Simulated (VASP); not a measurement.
Level of theory: PBE GGA with D3 dispersion (zero damping), VASP's PBE PAW potentials (set 64) (plane waves; VASP).

The input files of a VASP run:

POSCAR:
```
La
1
    1.8565956394    -3.2157181894     0.0000000000
    1.8565956394     3.2157181894     0.0000000000
    0.0000000000     0.0000000000    11.8489072543
La
4
Direct
  0.0000000000   0.0000000000   0.5000000000
  0.0000000000   0.0000000000   0.0000000000
  0.3333330000   0.6666670000   0.2500000000
  0.6666670000   0.3333330000   0.7500000000
```

### KPOINTS
```
Automatic mesh
0
Gamma
10 10 3
0 0 0
```

**INCAR**
```
# general
SYSTEM =La
PREC   =Accurate
ENCUT  =520   # plane-wave cut-off (eV)
LREAL  =.FALSE.
LASPH  =.TRUE.   # aspherical one-centre terms

# electronic loop
EDIFF  =1E-7   # SCF stop (eV)
NELM   =100   # most electronic steps
ALGO   =Normal
LMAXMIX=6

# smearing
ISMEAR =1
SIGMA  =0.1   # width (eV)

# functional
GGA    =PE
IVDW   =11   # D3, zero damping

# ions
IBRION =2   # conjugate gradients
NSW    =30
ISIF   =4
EDIFFG =-0.01

# output
LWAVE  =.FALSE.
LCHARG =.FALSE.
```

POTCAR, in this order: La (PBE.64 set). Program: vasp_std.

Output of the run:

OSZICAR:
```
       N       E                     dE             d eps       ncg     rms          rms(c)
DAV:   1     0.568252478466E+03    0.56825E+03   -0.14971E+04  1464   0.233E+03
DAV:   2     0.116548325384E+03   -0.45170E+03   -0.44578E+03  2232   0.458E+02
DAV:   3    -0.275161940544E+01   -0.11930E+03   -0.11818E+03  2688   0.276E+02
DAV:   4    -0.171372178396E+02   -0.14386E+02   -0.14192E+02  2686   0.976E+01
DAV:   5    -0.192431641740E+02   -0.21059E+01   -0.20352E+01  2872   0.335E+01    0.520E+00
DAV:   6    -0.194651319444E+02   -0.22197E+00   -0.26724E+00  2784   0.117E+01    0.265E+00
DAV:   7    -0.194891012615E+02   -0.23969E-01   -0.37301E-01  2768   0.460E+00    0.649E-01
DAV:   8    -0.194985630785E+02   -0.94618E-02   -0.51233E-02  2856   0.162E+00    0.232E-01
DAV:   9    -0.195007214187E+02   -0.21583E-02   -0.67919E-03  2856   0.525E-01    0.171E-01
DAV:  10    -0.195021772452E+02   -0.14558E-02   -0.49684E-03  2432   0.534E-01    0.365E-02
DAV:  11    -0.195021553912E+02    0.21854E-04   -0.34882E-04  2744   0.201E-01    0.298E-02
DAV:  12    -0.195021560210E+02   -0.62984E-06   -0.53693E-05  2720   0.570E-02    0.119E-02
DAV:  13    -0.195021578954E+02   -0.18743E-05   -0.10111E-05  2728   0.303E-02    0.367E-03
DAV:  14    -0.195021541780E+02    0.37173E-05   -0.12353E-06  2504   0.106E-02    0.115E-03
DAV:  15    -0.195021540088E+02    0.16919E-06   -0.28089E-08  1496   0.461E-03    0.531E-04
DAV:  16    -0.195021539771E+02    0.31760E-07    0.15431E-08  1376   0.359E-03
   1 F= -.20919792E+02 E0= -.20919253E+02  d E =-.209198E+02
       N       E                     dE             d eps       ncg     rms          rms(c)
DAV:   1    -0.195023669437E+02   -0.21293E-03   -0.21177E-02  2192   0.265E+00    0.699E-02
DAV:   2    -0.195022131736E+02    0.15377E-03   -0.66928E-04  2544   0.303E-01    0.382E-02
DAV:   3    -0.195021524937E+02    0.60680E-04   -0.33855E-04  2608   0.192E-01    0.101E-02
DAV:   4    -0.195021527083E+02   -0.21459E-06   -0.19132E-05  2528   0.411E-02    0.632E-03
DAV:   5    -0.195021526288E+02    0.79544E-07   -0.12121E-06  2056   0.106E-02    0.345E-03
DAV:   6    -0.195021525243E+02    0.10450E-06   -0.59766E-07  1864   0.703E-03    0.390E-04
DAV:   7    -0.195021525003E+02    0.23986E-07   -0.51781E-08  1040   0.529E-03
   2 F= -.20919855E+02 E0= -.20919308E+02  d E =-.626548E-04
```

File OUTCAR:
```
------------------------ aborting loop because EDIFF is reached ----------------------------------------
 Edisp (eV)   -1.41770
  FORCE on cell =-STRESS in cart. coord.  units (eV):
  Direction    XX          YY          ZZ          XY          YZ          ZX
  --------------------------------------------------------------------------------------
  Total      -0.43177    -0.43177    -0.48821     0.00000    -0.00000    -0.00000
  in kB      -4.88948    -4.88949    -5.52860     0.00000    -0.00000    -0.00000
  external pressure =       -5.10 kB  Pullay stress =        0.00 kB
  volume of cell :      141.48
      direct lattice vectors                 reciprocal lattice vectors
     1.857336007 -3.217000542  0.000000000     0.269202771 -0.155424282  0.000000000
     1.857336007  3.217000542  0.000000000     0.269202771  0.155424282  0.000000000
     0.000000000  0.000000000 11.839462770     0.000000000  0.000000000  0.084463292
 POSITION                                       TOTAL-FORCE (eV/Angst)
 -----------------------------------------------------------------------------------
      1.85734      3.21700      5.91973         0.000000      0.000000      0.000000
      1.85734      3.21700     11.83946         0.000000      0.000000      0.000000
      1.85734      1.07234      2.95987        -0.000000      0.000000      0.000000
      1.85734     -1.07234      8.87960        -0.000000     -0.000000      0.000000
 -----------------------------------------------------------------------------------
    total drift:                                0.000000      0.000000      0.000000
  FREE ENERGIE OF THE ION-ELECTRON SYSTEM (eV)
  ---------------------------------------------------
  free  energy   TOTEN  =       -20.9198549413 eV

  energy  without entropy=      -20.9182144166  energy(sigma->0) =      -20.91930810

 reached required accuracy - stopping structural energy minimisation
```
(Selected blocks of OUTCAR.)

CONTCAR:
```
La
   1.00000000000000
     1.8573360069360421   -3.2170005415345084    0.0000000000000000
     1.8573360069360421    3.2170005415345084    0.0000000000000000
     0.0000000000000000    0.0000000000000000   11.8394627698580646
  La
     4
Direct
     0.0000000000000000    1.0000000000000000    0.5000000000000000
     0.0000000000000000    1.0000000000000000    1.0000000000000000
     0.3333330000000032    0.6666669999999968    0.2500000000000000
     0.6666669999999968    0.3333330000000032    0.7500000000000000
```

The compound is La in the dhcp structure. This cell is one point of a volume scan, at 1.03 of the reference volume. Symmetry was kept, so distortions that lower it aren't found.
